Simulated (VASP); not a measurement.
VASP ran on this input.

INCAR:
```
# general
SYSTEM  =BeTe
PREC    =Accurate
ENCUT   =520
LREAL   =.False.   # projection in real space or not
LASPH   =.True.

# electronic loop
EDIFF   =1E-6   # SCF stop (eV)
NELM    =100   # most electronic steps
ALGO    =Normal   # blocked Davidson
LMAXMIX =4

# smearing
ISMEAR  =0   # Gaussian
SIGMA   =0.05

# functional
GGA     =BO
LUSE_VDW=.True.
AGGAC   =0.0
PARAM1  =0.1833333333
PARAM2  =0.22

# ions
IBRION  =2
NSW     =60
ISIF    =3
EDIFFG  =-0.01

# output
LWAVE   =.False.
LCHARG  =.False.
```

File KPOINTS:
```
kpoints
0
G
7 7 7
```

File POSCAR:
```
BeTe
1
    0.0000000000     2.8150000000     2.8150000000
    2.8150000000     0.0000000000     2.8150000000
    2.8150000000     2.8150000000     0.0000000000
Be Te
1 1
Direct
  0.0000000000   0.0000000000   0.0000000000
  0.2500000000   0.2500000000   0.2500000000
```

POTCAR, in this order: Be Te (PBE.64 set). Program: vasp_std.

**Question.** Translate this optB88-vdW calculation to Quantum ESPRESSO's pw.x.

**Answer.** One equivalent input (not run):
```
&CONTROL
  calculation = 'vc-relax'
  pseudo_dir = './pseudo'
  outdir = './out'
  tprnfor = .true.
  tstress = .true.
  nstep = 60
  forc_conv_thr = 0.00039
/
&SYSTEM
  ibrav = 0
  nat = 2
  ntyp = 2
  ecutwfc = 88
  occupations = 'smearing'
  smearing = 'gaussian'
  degauss = 0.003675
  input_dft = 'vdw-df-obk8'
/
&ELECTRONS
  conv_thr = 7.3e-08
  electron_maxstep = 100
/
&IONS
/
&CELL
/
ATOMIC_SPECIES
  Be 9.012 Be.upf
  Te 127.600 Te.upf
CELL_PARAMETERS angstrom
     0.0000000    2.8150000    2.8150000
     2.8150000    0.0000000    2.8150000
     2.8150000    2.8150000    0.0000000
ATOMIC_POSITIONS crystal
  Be   0.0000000  0.0000000  0.0000000
  Te   0.2500000  0.2500000  0.2500000
K_POINTS automatic
  7 7 7 0 0 0
```
The two are equivalent in intent, not identical: the potentials are each code's own (VASP's PAW set, PseudoDojo norm-conserving files in pw.x), so ENCUT and ecutwfc are chosen apart and not converted; conv_thr bounds pw.x's estimated SCF error, while EDIFF bounds the energy change between steps; forc_conv_thr acts on force components and is met together with etot_conv_thr.

The compound is BeTe in the zinc blende structure. This run relaxes it. Symmetry was kept, so distortions that lower it aren't found.
